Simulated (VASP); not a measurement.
Level of theory: PBEsol GGA, VASP's PBE PAW potentials (set 64) (plane waves; VASP).

VASP input:

POSCAR:
```
ZnO
1.0
  1.5404140589  -2.6680758687   0.0000000000
  1.5404140589   2.6680758687   0.0000000000
  0.0000000000   0.0000000000   4.9719718852
Zn O
2 2
direct
  0.6666670000   0.3333330000   0.5015473924
  0.3333330000   0.6666670000   0.0015473924
  0.6666670000   0.3333330000   0.8804526076
  0.3333330000   0.6666670000   0.3804526076
```

File KPOINTS:
```
Automatic mesh
0
Gamma
8 8 5
0 0 0
```

INCAR:
```
LASPH = .True.   # aspherical one-centre terms
ISMEAR = 0   # Gaussian
LMAXMIX = 4   # l cut-off of mixed one-centre charges
SIGMA = 0.05
LREAL = .False.   # projection in real space or not
ALGO = Normal   # blocked Davidson
ISIF = 3   # ions, shape and volume
SYSTEM = ZnO
EDIFFG = -0.02   # ionic stop
GGA = PS
NELM = 100
LWAVE = .False.
PREC = Accurate
NSW = 40
ENCUT = 620   # plane-wave cut-off (eV)
LCHARG = .False.
PSTRESS = 300   # kbar
EDIFF = 1E-6   # SCF stop (eV)
IBRION = 2   # conjugate gradients
```

POTCAR, in this order: Zn O (PBE.64 set). Program: vasp_std.

Problem. What will the output report for the number of irreducible k-points (NKPTS), largest plane-wave count, number of space-group operations, FFT grid (NGX, NGY, NGZ)?

Solution. 
- number of irreducible k-points (NKPTS) = 30
- largest plane-wave count = 1448
- number of space-group operations = 12
- FFT grid (NGX, NGY, NGZ) = 28 × 28 × 40

The compound is ZnO in the wurtzite structure. It was relaxed first under an external pressure of 30 GPa.
